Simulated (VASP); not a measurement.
These are PW91 GGA, VASP's PBE PAW potentials (set 64) (plane waves; VASP) values and carry that method's errors.

A VASP calculation is set up with these files.

**POSCAR**
```
NiSi2
1.0
  0.0000000000   2.7309760856   2.7309760856
  2.7309760856   0.0000000000   2.7309760856
  2.7309760856   2.7309760856   0.0000000000
Si Ni
2 1
Cartesian
  1.3654880428   1.3654880428   1.3654880428
  4.0964641284   4.0964641284   4.0964641284
  0.0000000000   0.0000000000   0.0000000000
```

KPOINTS:
```
Automatic mesh
0
Gamma
11 11 11
0 0 0
```

**INCAR**
```
# general
SYSTEM   =  NiSi2
PREC     =  Accurate
ENCUT    =  520   # plane-wave cut-off (eV)
LREAL    =  .FALSE.   # projection in real space or not
LASPH    =  .TRUE.   # aspherical one-centre terms

# electronic loop
EDIFF    =  1E-7   # SCF stop (eV)
NELM     =  100   # most electronic steps
ALGO     =  Normal   # blocked Davidson
LMAXMIX  =  4   # l cut-off of mixed one-centre charges

# smearing
ISMEAR   =  -5   # tetrahedra, Bloechl

# functional
GGA      =  91   # PW91

# ions
ISIF     =  2

# output
LWAVE    =  .FALSE.
LCHARG   =  .TRUE.
LORBIT   =  11   # lm-projected
NEDOS    =  601   # DOS grid

# other
LEFG     =  .TRUE.
```

POTCAR, in this order: Si Ni (PBE.64 set). Program: vasp_std.

### Question
Predict the energy per atom (σ→0), band gap (on the k-mesh).

### Answer

energy per atom (σ→0): -5.759 eV/atom
band gap (on the k-mesh): none (metal, semimetal or under 0.01 eV)

### OSZICAR
```
...
DAV:  11    -0.172758185965E+02   -0.44614E-04   -0.89019E-04  1826   0.258E-01    0.463E-02
DAV:  12    -0.172758641613E+02   -0.45565E-04   -0.48685E-05  2034   0.123E-01    0.235E-02
DAV:  13    -0.172758432760E+02    0.20885E-04   -0.20109E-05  1861   0.106E-01    0.714E-03
DAV:  14    -0.172758409957E+02    0.22802E-05   -0.25068E-06  2235   0.190E-02    0.488E-03
DAV:  15    -0.172758434700E+02   -0.24743E-05   -0.71783E-07  1971   0.203E-02    0.614E-04
DAV:  16    -0.172758437943E+02   -0.32427E-06   -0.56383E-08   993   0.210E-03    0.129E-04
DAV:  17    -0.172758437790E+02    0.15304E-07   -0.73399E-09   938   0.132E-03
   1 F= -.17275844E+02 E0= -.17275844E+02  d E =0.000000E+00
```

The compound is NiSi2 in the fluorite structure. It was relaxed first. The run is not spin-polarised, so no magnetic state was tried.
